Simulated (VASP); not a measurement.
Input:

```xyz
6
Lattice="5.1186 0.0000 0.0075 0.0000 3.0512 0.0000 -0.0086 0.0000 5.8707" Properties=species:S:1:pos:R:3 pbc="T T T"
Fe     2.5550     1.5256     2.9391
Ni     5.1186     3.0512     0.0075
As     1.6228     1.5256     0.8238
As     3.4872     1.5256     5.0543
As     4.1514     0.0000     2.1593
As     0.9586     3.0512     3.7188
```

Method: PBEsol GGA, VASP's PBE PAW potentials (set 64) (plane waves; VASP). Settings: 400 eV cut-off, 7×11×6 Γ-centred mesh, tetrahedra with Blöchl corrections, potentials Fe Ni As.

The cores are frozen, which limits the accuracy of field gradients. The run has a spin-polarised start.

Give the principal components of the electric field gradient (V/Å²) and the asymmetry η at each nucleus.

```json
[
 {"atom": "Fe1", "Vxx": "-54.9", "Vyy": "-8.9", "Vzz": "63.8", "η": "0.72"},
 {"atom": "Ni2", "Vxx": "-12.4", "Vyy": "-7.6", "Vzz": "20.0", "η": "0.24"},
 {"atom": "As3", "Vxx": "99.6", "Vyy": "45.2", "Vzz": "-144.8", "η": "0.38"},
 {"atom": "As4", "Vxx": "99.6", "Vyy": "45.2", "Vzz": "-144.8", "η": "0.38"},
 {"atom": "As5", "Vxx": "61.9", "Vyy": "55.2", "Vzz": "-117.1", "η": "0.06"},
 {"atom": "As6", "Vxx": "61.9", "Vyy": "55.2", "Vzz": "-117.1", "η": "0.06"}
]
```

The structure comes from a computed database's FeNiAs4 entry (P2/m); how it stands against other phases isn't given here. It was relaxed first.
